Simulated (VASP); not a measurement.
Input:

```yaml
crystal:
  lattice:
    - [0.00000, 2.06078, 2.06078]
    - [2.06078, 0.00000, 2.06078]
    - [2.06078, 2.06078, 0.00000]
  atoms:
    - { symbol: V, position: [0.00000, 0.00000, 0.00000] }
    - { symbol: N, position: [0.50000, 0.50000, 0.50000] }
```

Calculation: PW91 GGA, VASP's PBE PAW potentials (set 64) (plane waves; VASP). Numerical set-up: 520 eV cut-off, Gaussian smearing of 0.050 eV, potentials V_sv N.

Question: Give the energies of bands 6 to 12 at the high-symmetry points, in eV from the Fermi level.

Answer: 
```csv
band,Γ,X,U,L,W
6,-2.19,-6.59,-6.45,-8.82,-6.15
7,-2.19,-3.77,-6.43,-6.04,-6.15
8,-2.19,-3.61,-4.99,-6.04,-5.91
9,-1.51,-3.61,-1.14,0.60,0.15
10,-1.51,0.52,0.86,0.60,0.15
11,-1.51,1.22,1.30,1.47,1.22
12,-0.44,1.22,2.66,5.00,2.17
```

It has no gap at this level: it comes out as a metal or semimetal.

The compound is VN in the rock salt structure, which distorts at low temperature. It was relaxed first. The run is not spin-polarised, so no magnetic state was tried. VASP warned that the highest band is occupied, so more bands are needed.
